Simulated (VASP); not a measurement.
Here is the system:

```yaml
crystal:
  lattice:
    - [4.09184, 0.00000, 0.00000]
    - [0.00000, 4.09184, 0.00000]
    - [0.00000, 0.00000, 4.09184]
  atoms:
    - { symbol: Ba, position: [0.50000, 0.50000, 0.50000] }
    - { symbol: Ti, position: [0.00000, 0.00000, 0.00000] }
    - { symbol: O, position: [0.50000, 0.00000, 0.00000] }
    - { symbol: O, position: [0.00000, 0.50000, 0.00000] }
    - { symbol: O, position: [0.00000, 0.00000, 0.50000] }
```

These are PBE GGA, VASP's PBE PAW potentials (set 64) (plane waves; VASP) values and carry that method's errors. Run with 400 eV cut-off, 6×6×6 Γ-centred mesh, Gaussian smearing of 0.010 eV, potentials Ba_sv Ti_sv O.

At this cut-off the stress carries a Pulay error, which pulls relaxed volumes low.

Give the stress tensor in GPa (positive for a compressed cell).

```
-10.90    0.00    0.00
  0.00  -10.90    0.00
  0.00    0.00  -10.90
```
The pressure is its mean diagonal, -10.90 GPa.

The structure comes from a computed database's BaTiO3 entry; how it stands against other phases isn't given here. The cell was not relaxed at this level.
